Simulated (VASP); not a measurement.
An input for Quantum ESPRESSO's pw.x (written as the equivalent of a VASP run, and not itself run):

```
&CONTROL
  calculation = 'vc-relax'
  pseudo_dir = './pseudo'
  outdir = './out'
  tprnfor = .true.
  tstress = .true.
  nstep = 60
  forc_conv_thr = 0.00078
/
&SYSTEM
  ibrav = 0
  nat = 3
  ntyp = 2
  ecutwfc = 84
  occupations = 'smearing'
  smearing = 'methfessel-paxton'
  degauss = 0.00735
  input_dft = 'pbe'
  vdw_corr = 'grimme-d3'
  dftd3_version = 4
  dftd3_threebody = .false.
/
&ELECTRONS
  conv_thr = 7.3e-08
  electron_maxstep = 100
/
&IONS
/
&CELL
/
ATOMIC_SPECIES
  Pt 195.084 Pt.upf
  S 32.060 S.upf
CELL_PARAMETERS angstrom
     1.7903048   -3.1008990   -0.0000000
     1.7903048    3.1008990    0.0000000
    -0.0000000   -0.0000000    4.6608725
ATOMIC_POSITIONS crystal
  Pt   0.0000000  0.0000000  0.0000000
  S    0.3333330  0.6666670  0.2585962
  S    0.6666670  0.3333330  0.7414038
K_POINTS automatic
  9 9 6 0 0 0
```

**Question.** Write the VASP files for the same calculation (PBE-D3(BJ)).

**Answer.** One answer among several that fit: 
### POSCAR
```
PtS2
1.0
  1.7903048155  -3.1008989743   0.0000000000
  1.7903048155   3.1008989743   0.0000000000
  0.0000000000   0.0000000000   4.6608725386
Pt S
1 2
Cartesian
  0.0000000000   0.0000000000   0.0000000000
  1.7903048155   1.0336350587   1.2052840292
  1.7903048155  -1.0336350587   3.4555885094
```

### INCAR
```
! general
SYSTEM  = PtS2
PREC    = Accurate
ENCUT   = 520   ! plane-wave cut-off (eV)
LREAL   = .FALSE.   ! projection in real space or not
LASPH   = .TRUE.   ! aspherical one-centre terms

! electronic loop
EDIFF   = 1E-6   ! SCF stop (eV)
NELM    = 100   ! most electronic steps
ALGO    = Normal   ! blocked Davidson
LMAXMIX = 6   ! l cut-off of mixed one-centre charges

! smearing
ISMEAR  = 1
SIGMA   = 0.1

! functional
GGA     = PE   ! PBE
IVDW    = 12

! ions
IBRION  = 2
NSW     = 60   ! most ionic steps
ISIF    = 3   ! ions, shape and volume
EDIFFG  = -0.02

! output
LWAVE   = .FALSE.
LCHARG  = .FALSE.
```

**KPOINTS**
```
Regular mesh
0
Gamma
9 9 6
0 0 0
```

POTCAR, in this order: Pt S (PBE.64 set). Program: vasp_std.

The two are equivalent in intent, not identical: the potentials are each code's own (VASP's PAW set, PseudoDojo norm-conserving files in pw.x), so ENCUT and ecutwfc are chosen apart and not converted; conv_thr bounds pw.x's estimated SCF error, while EDIFF bounds the energy change between steps; forc_conv_thr acts on force components and is met together with etot_conv_thr.

The compound is PtS2 in the 1T layered structure. It was relaxed first, which changed the volume by -5 %. The start is the result of an earlier pass.
